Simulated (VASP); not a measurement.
Crystal: NbWS4.

```
CELL_PARAMETERS angstrom
5.72012 -0.03310 0.07071
-0.03812 6.44710 -0.05025
-1.83401 -0.03981 6.74581
ATOMIC_POSITIONS crystal
Nb 0.92944 0.01008 0.99906
Nb 0.96115 0.54542 0.99279
W 0.51352 0.23565 0.98660
W 0.48900 0.76113 0.03383
S 0.74222 0.23949 0.76043
S 0.74999 0.70945 0.76476
S 0.85667 0.27908 0.24187
S 0.88159 0.73640 0.21221
S 0.19790 0.99062 0.72501
S 0.24913 0.47543 0.79232
S 0.37659 0.01229 0.24653
S 0.42011 0.52809 0.21924
```

The cell was built by a generator and needn't be a form met in nature.

```yaml
Program: VASP 6.6.1
Task: relaxation of cell and atoms
Functional: PBE
Potentials_or_basis: VASP PAW PBE potentials, release 64 (Nb_sv, W_sv, S)
Cutoff: 520 eV
k_mesh: 4 × 4 × 4
Occupations: gaussian, width 0.15 eV
Spin: no spin polarisation
```

At the start: pressure 8.5 GPa; volume 20.80 Å³/atom.

How do energy, volume and symmetry change on relaxing?

Over 23 steps the energy falls by 510.4 meV/atom and the volume is 20.59 Å³/atom (-1.0 %); space group P1 (No. 1, to 0.05 Å).

Step by step:
```tsv
step	energy change (eV)	largest force (eV/Å)	pressure (GPa)	volume (Å³)
1	0.0000	10.6535	8.48	249.59
2	-1.0985	3.5124	-15.56	290.85
3	-3.8506	3.3057	-9.42	267.51
4	-3.8660	3.3095	-8.95	266.62
5	-5.1427	2.8660	8.52	235.38
6	-5.5370	1.7622	1.39	244.56
7	-5.9297	0.9326	0.26	246.35
8	-5.9460	0.8246	0.09	246.78
9	-6.0598	0.4041	-0.61	247.54
10	-6.0771	0.4441	-0.93	247.97
11	-6.0924	0.3360	1.54	244.08
12	-6.0980	0.2799	0.72	245.39
13	-6.1181	0.1440	0.22	246.18
14	-6.1188	0.1862	0.12	246.36
15	-6.1226	0.1016	-0.16	246.99
16	-6.1227	0.1088	-0.16	247.02
17	-6.1236	0.0535	0.21	246.55
18	-6.1238	0.0537	0.15	246.66
19	-6.1243	0.0470	0.01	247.03
20	-6.1243	0.0397	0.00	246.97
21	-6.1243	0.0438	0.03	246.99
22	-6.1243	0.0404	0.01	246.98
23	-6.1245	0.0281	0.01	247.08
```

Final structure:
```xyz
12
Lattice="5.6842 0.0010 0.0532 0.0047 6.5432 -0.1696 -1.8456 -0.1847 6.6308" Properties=species:S:1:pos:R:3 pbc="T T T"
Nb    3.6763   -0.1705    6.6657
Nb    3.6783    3.1013    6.5841
W     0.8813    1.4642    6.5998
W     0.8832    4.7350    6.5155
S     2.7395    1.4258    5.0483
S     2.7406    4.6945    4.9634
S     4.5553    1.6905    1.5547
S     4.5582    4.9635    1.4700
S    -0.0368    6.3309    4.9247
S    -0.0405    3.0592    5.0124
S     1.7726    0.0538    1.5384
S     1.7772    3.3253    1.4567
```
